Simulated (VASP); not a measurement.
All values below come from PBEsol GGA, VASP's PBE PAW potentials (set 64) (plane waves; VASP).

A VASP calculation is set up with these files.

**INCAR**
```
# general
SYSTEM  = Tb
PREC    = Accurate
ENCUT   = 520   # plane-wave cut-off (eV)
LREAL   = .FALSE.
LASPH   = .TRUE.

# electronic loop
EDIFF   = 1E-6   # SCF stop (eV)
NELM    = 100
ALGO    = Normal   # blocked Davidson
LMAXMIX = 6

# smearing
ISMEAR  = 1
SIGMA   = 0.1   # width (eV)

# functional
GGA     = PS   # PBEsol

# ions
IBRION  = 2   # conjugate gradients
NSW     = 60   # most ionic steps
ISIF    = 3
EDIFFG  = -0.01

# output
LWAVE   = .FALSE.
LCHARG  = .FALSE.
```

### KPOINTS
```
Automatic mesh
0
Gamma
11 11 6
0 0 0
```

**POSCAR**
```
Tb
1.0
  1.7801265274  -3.0832691508   0.0000000000
  1.7801265274   3.0832691508   0.0000000000
  0.0000000000   0.0000000000   5.5652276811
Tb
2
Direct
  0.3333330000   0.6666670000   0.2500000000
  0.6666670000   0.3333330000   0.7500000000
```

POTCAR, in this order: Tb_3 (PBE.64 set). Program: vasp_std.

The resulting files:

**OSZICAR**
```
       N       E                     dE             d eps       ncg     rms          rms(c)
DAV:   1     0.428197166882E+02    0.42820E+02   -0.89600E+03  1664   0.125E+03
DAV:   2    -0.776002291159E+01   -0.50580E+02   -0.49473E+02  1749   0.264E+02
DAV:   3    -0.993498241358E+01   -0.21750E+01   -0.20638E+01  2291   0.316E+01
DAV:   4    -0.998549367499E+01   -0.50511E-01   -0.50060E-01  1837   0.480E+00
DAV:   5    -0.998698685800E+01   -0.14932E-02   -0.14924E-02  2302   0.636E-01    0.243E+01
DAV:   6    -0.998184727159E+01    0.51396E-02   -0.24172E-02  1929   0.128E+00    0.145E+01
DAV:   7    -0.998797897775E+01   -0.61317E-02   -0.42940E-02  1928   0.171E+00    0.231E-01
DAV:   8    -0.998755385475E+01    0.42512E-03   -0.24651E-03  1919   0.407E-01    0.596E-02
DAV:   9    -0.998754812489E+01    0.57299E-05   -0.22331E-04  2054   0.119E-01    0.311E-02
DAV:  10    -0.998754354937E+01    0.45755E-05   -0.28289E-05  1889   0.401E-02    0.328E-02
DAV:  11    -0.998754355520E+01   -0.58265E-08   -0.32064E-06  1849   0.140E-02
   1 F= -.99875436E+01 E0= -.99875469E+01  d E =-.998754E+01
```

OUTCAR:
```
------------------------ aborting loop because EDIFF is reached ----------------------------------------
  FORCE on cell =-STRESS in cart. coord.  units (eV):
  Direction    XX          YY          ZZ          XY          YZ          ZX
  --------------------------------------------------------------------------------------
  Total       -0.0110744     -0.0110744     -0.0076643     -0.0000000     -0.0000000     -0.0000000
  in kB       -0.2904406     -0.2904405     -0.2010046     -0.0000000     -0.0000000     -0.0000000
  external PRESSURE =      -0.2606286 kB  Pullay stress =       0.0000000 kB
  volume of cell :       61.09
      direct lattice vectors                 reciprocal lattice vectors
     1.780126527 -3.083269151  0.000000000     0.280878911 -0.162165538  0.000000000
     1.780126527  3.083269151  0.000000000     0.280878911  0.162165538  0.000000000
     0.000000000  0.000000000  5.565227681     0.000000000  0.000000000  0.179687168
 POSITION                                       TOTAL-FORCE (eV/Angst)
 -----------------------------------------------------------------------------------
      1.78013      1.02776      1.39131        -0.000000      0.000000      0.000000
      1.78013     -1.02776      4.17392         0.000000     -0.000000      0.000000
 -----------------------------------------------------------------------------------
    total drift:                                0.000000      0.000105     -0.000010
  FREE ENERGIE OF THE ION-ELECTRON SYSTEM (eV)
  ---------------------------------------------------
  free  energy   TOTEN  =        -9.9875435552 eV

  energy  without entropy=       -9.9875534788  energy(sigma->0) =       -9.98754686

 reached required accuracy - stopping structural energy minimisation
```
(Selected blocks of OUTCAR.)

The 4f electrons are frozen in the core of the lanthanide potential, so 4f levels, which can set the real gap, and their magnetism are missing.

The compound is Tb in the hcp structure. It was relaxed first. The start is the result of an earlier pass.
